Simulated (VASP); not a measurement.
Calculation: r2SCAN meta-GGA, VASP's PBE PAW potentials (set 64) (plane waves; VASP).

A VASP calculation is set up with these files.

KPOINTS:
```
Automatic
0
Gamma
  7 7 7
```

File KPOINTS_OPT:
```
k-points along high-symmetry lines
10
Line-mode
Reciprocal
  0.000000   0.000000   0.000000 ! GAMMA
  0.500000   0.000000   0.500000 ! X

  0.500000   0.000000   0.500000 ! X
  0.625000   0.250000   0.625000 ! U

  0.375000   0.375000   0.750000 ! K
  0.000000   0.000000   0.000000 ! GAMMA

  0.000000   0.000000   0.000000 ! GAMMA
  0.500000   0.500000   0.500000 ! L

  0.500000   0.500000   0.500000 ! L
  0.500000   0.250000   0.750000 ! W

  0.500000   0.250000   0.750000 ! W
  0.500000   0.000000   0.500000 ! X
```

### INCAR
```
# general
SYSTEM  = PbF2
PREC    = Accurate
ENCUT   = 520
LREAL   = F
LASPH   = T

# electronic loop
EDIFF   = 1E-7
NELM    = 100
ALGO    = Normal
LMAXMIX = 4
LMIXTAU = T

# smearing
ISMEAR  = -5

# functional
METAGGA = R2SCAN

# ions
ISIF    = 2

# output
LWAVE   = F
LCHARG  = F
LORBIT  = 11
NEDOS   = 601

# other
LEFG    = T
```

### POSCAR
```
PbF2
5.9182840
  0.0000000000   0.5000000103   0.5000000103
  0.5000000103   0.0000000000   0.5000000103
  0.5000000103   0.5000000103   0.0000000000
Pb F
1 2
Cart
  0.0000000000   0.0000000000   0.0000000000
  0.2500000051   0.2500000051   0.2500000051
  0.7500000154   0.7500000154   0.7500000154
```

POTCAR, in this order: Pb_d F (PBE.64 set). Program: vasp_std.

Output

OSZICAR:
```
       N       E                     dE             d eps       ncg     rms          rms(c)
DAV:   1     0.244920751088E+03    0.24492E+03   -0.15418E+04   736   0.182E+03
DAV:   2    -0.546547060115E+02   -0.29958E+03   -0.28909E+03   816   0.463E+02
DAV:   3    -0.794144099364E+02   -0.24760E+02   -0.24529E+02   822   0.151E+02
DAV:   4    -0.801640373074E+02   -0.74963E+00   -0.74881E+00   798   0.271E+01
DAV:   5    -0.801893766385E+02   -0.25339E-01   -0.25338E-01   910   0.504E+00    0.696E+00
DAV:   6    -0.710734695728E+02    0.91159E+01   -0.60210E+00   924   0.383E+01    0.220E+00
DAV:   7    -0.699224320551E+02    0.11510E+01   -0.14551E+00   730   0.149E+01    0.170E+00
DAV:   8    -0.724938922178E+02   -0.25715E+01   -0.73574E-01   720   0.101E+01    0.793E-01
DAV:   9    -0.694877662875E+02    0.30061E+01   -0.83484E-01   720   0.858E+00    0.107E+00
DAV:  10    -0.701545468430E+02   -0.66678E+00   -0.50712E-01   724   0.611E+00    0.151E-01
DAV:  11    -0.701373111702E+02    0.17236E-01   -0.17986E-02   758   0.155E+00    0.260E-01
DAV:  12    -0.701290521219E+02    0.82590E-02   -0.14280E-02   720   0.102E+00    0.473E-01
DAV:  13    -0.701580522961E+02   -0.29000E-01   -0.22335E-02   720   0.166E+00    0.235E-01
DAV:  14    -0.701598874139E+02   -0.18351E-02   -0.27252E-03   720   0.536E-01    0.140E-01
DAV:  15    -0.701617524732E+02   -0.18651E-02   -0.32889E-04   720   0.189E-01    0.134E-01
DAV:  16    -0.701614860474E+02    0.26643E-03   -0.16943E-03   932   0.315E-01    0.119E-02
DAV:  17    -0.701616708973E+02   -0.18485E-03   -0.10011E-04   720   0.112E-01    0.539E-03
DAV:  18    -0.701616566323E+02    0.14265E-04   -0.88861E-06   794   0.395E-02    0.460E-03
DAV:  19    -0.701616781418E+02   -0.21509E-04   -0.46939E-06   720   0.220E-02    0.225E-03
DAV:  20    -0.701616871970E+02   -0.90553E-05   -0.28625E-06   720   0.214E-02    0.151E-03
DAV:  21    -0.701616873915E+02   -0.19453E-06   -0.86894E-07   696   0.988E-03    0.126E-03
DAV:  22    -0.701616875610E+02   -0.16945E-06   -0.39212E-07   720   0.547E-03    0.172E-03
DAV:  23    -0.701616875841E+02   -0.23112E-07   -0.72182E-08   552   0.321E-03
   1 F= -.70161688E+02 E0= -.70161688E+02  d E =0.000000E+00
       N       E                     dE             ncg
       N       E                     dE             ncg
       N       E                     dE             ncg
```

**OUTCAR**
```
------------------------ aborting loop because EDIFF is reached ----------------------------------------
  FORCE on cell =-STRESS in cart. coord.  units (eV):
  Direction    XX          YY          ZZ          XY          YZ          ZX
  --------------------------------------------------------------------------------------
  Total        0.0158470      0.0158470      0.0158470      0.0000000      0.0000000     -0.0000000
  in kB        0.4899241      0.4899241      0.4899241      0.0000000      0.0000000     -0.0000000
  external PRESSURE =       0.4899241 kB  Pullay stress =       0.0000000 kB
  volume of cell :       51.82
      direct lattice vectors                 reciprocal lattice vectors
     0.000000000  2.959142061  2.959142061    -0.168967893  0.168967893  0.168967893
     2.959142061  0.000000000  2.959142061     0.168967893 -0.168967893  0.168967893
     2.959142061  2.959142061  0.000000000     0.168967893  0.168967893 -0.168967893
 POSITION                                       TOTAL-FORCE (eV/Angst)
 -----------------------------------------------------------------------------------
      0.00000      0.00000      0.00000         0.000000      0.000000      0.000000
      1.47957      1.47957      1.47957         0.000000      0.000000      0.000000
      4.43871      4.43871      4.43871        -0.000000     -0.000000     -0.000000
 -----------------------------------------------------------------------------------
    total drift:                                0.000000     -0.000000      0.000000
  FREE ENERGIE OF THE ION-ELECTRON SYSTEM (eV)
  ---------------------------------------------------
  free  energy   TOTEN  =       -70.1616875841 eV

  energy  without entropy=      -70.1616875841  energy(sigma->0) =      -70.16168758

 total charge

# of ion       s       p       d       tot
------------------------------------------
    1        1.552   0.263   9.861  11.676
    2        1.745   4.356   0.000   6.100
    3        1.745   4.356   0.000   6.100
--------------------------------------------------
tot          5.042   8.974   9.861  23.877

 Electric field gradients after diagonalization (V/A^2)
 (convention: |V_zz| > |V_xx| > |V_yy|)
----------------------------------------------------------------------
 ion       V_xx      V_yy      V_zz     asymmetry (V_yy - V_xx)/ V_zz
----------------------------------------------------------------------
   1       0.001     0.001    -0.002       0.000
   2      -0.001    -0.001     0.003       0.000
   3      -0.001    -0.001     0.003       0.000
```
(Selected blocks of OUTCAR.)

The compound is PbF2 in the fluorite structure, the β form. It was relaxed first.
